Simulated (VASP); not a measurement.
Here is the system:

```yaml
crystal:
  lattice:
    - [0.00000, 2.68048, 2.68048]
    - [2.68048, 0.00000, 2.68048]
    - [2.68048, 2.68048, 0.00000]
  atoms:
    - { symbol: S, position: [0.00000, 0.00000, 0.00000] }
    - { symbol: Zr, position: [0.50000, 0.50000, 0.50000] }
```

All values below come from PBEsol GGA, VASP's PBE PAW potentials (set 64) (plane waves; VASP 6.6.1). Settings: 300 eV cut-off, 9×9×9 Γ-centred mesh, Gaussian smearing of 0.10 eV, potentials S Zr_sv.

At this cut-off the stress carries a Pulay error, which pulls relaxed volumes low.

Task: Predict the energy per atom (σ→0), pressure, band gap (on the k-mesh) with the smallest direct gap where there is one.

Result: 
```json
{
  "band gap (on the k-mesh)": "none (metal, semimetal or under 0.01 eV)",
  "energy per atom (σ→0)": "-8.168 eV/atom",
  "pressure": "-131.0 kbar"
}
```

Total energies compare only between runs with the same potentials, cut-off and functional.

The structure was generated: ZrS was put into an ordered model structure, which need not be its known phase. The cell was not relaxed at this level. VASP warned that the highest band is occupied, so more bands are needed.
